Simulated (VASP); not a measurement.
Data:

```cif
data_O8Zr4
_chemical_formula_sum 'Zr4 O8'
_space_group_name_H-M_alt 'Fm-3m'
_space_group_IT_number 225
_space_group_name_Hall '-F 4 2 3'
_cell_length_a 5.15359
_cell_length_b 5.15359
_cell_length_c 5.15359
_cell_angle_alpha 90.000
_cell_angle_beta 90.000
_cell_angle_gamma 90.000
loop_
_atom_site_label
_atom_site_type_symbol
_atom_site_symmetry_multiplicity
_atom_site_Wyckoff_symbol
_atom_site_fract_x
_atom_site_fract_y
_atom_site_fract_z
_atom_site_occupancy
Zr1 Zr 4 a 0.00000 0.00000 0.00000 1
O1 O 8 c 0.25000 0.25000 0.25000 1
```
(The calculation used a cell of 3 atoms; values per cell refer to that cell.)

These are RPBE GGA, VASP's PBE PAW potentials (set 64) (plane waves; VASP) values and carry that method's errors. Numerical set-up: 520 eV cut-off, 7×7×7 Γ-centred mesh, Gaussian smearing of 0.050 eV, potentials Zr_sv O.

**Question.** Give the energy at these volumes per atom, relative to the lowest: 10.71, 11.06, 11.40, 11.74, 12.08 Å³.

**Answer.** 32.4, 7.9, 0.0, 6.4, 25.0 meV/atom. A third-order Birch-Murnaghan fit gives B0 = 221 GPa and B0′ = 4.2.

Measured: a 5.090 Å at 0 K (computed value off by +1.3 %), as given by Xinyuan Zhao et al., Physical review. B, Condensed matter (2002), arXiv:cond-mat/0108491 [extrapolated to 0 K from high-temperature diffraction of the cubic phase (5.27 Å at 2410 °C), as arXiv:1708.09424 says of the same reference; zero-point expansion not removed].

The compound is ZrO2 in the fluorite structure, the high-temperature cubic form, which is unstable at 0 K; the monoclinic form is the stable one. It was relaxed first.
